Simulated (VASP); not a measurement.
Here is the system:

```xyz
1
Lattice="0.0000 2.3961 2.3961 2.3961 0.0000 2.3961 2.3961 2.3961 0.0000" Properties=species:S:1:pos:R:3 pbc="T T T"
Pb     0.0000     0.0000     0.0000
```

Level of theory: PBEsol GGA, VASP's PBE PAW potentials (set 64) (plane waves; VASP). Run with 500 eV cut-off, 13×13×13 Γ-centred mesh, first-order Methfessel-Paxton smearing of 0.10 eV, potentials Pb_d.

Unless said otherwise, spin-orbit coupling is left out, though it shifts the bands of the heavy elements here.

**Question.** Estimate the energy per atom (σ→0), pressure, band gap (on the k-mesh) with the smallest direct gap where there is one.

**Answer.** 
| Quantity | Result |
|---|---|
| band gap (on the k-mesh) | none (metal, semimetal or under 0.01 eV) |
| energy per atom (σ→0) | -3.961 eV/atom |
| pressure | 4.97 GPa |

The absolute energy has meaning only against runs of the same code, potentials and settings.

The compound is Pb in the fcc structure. It was relaxed first under an external pressure of 5 GPa.
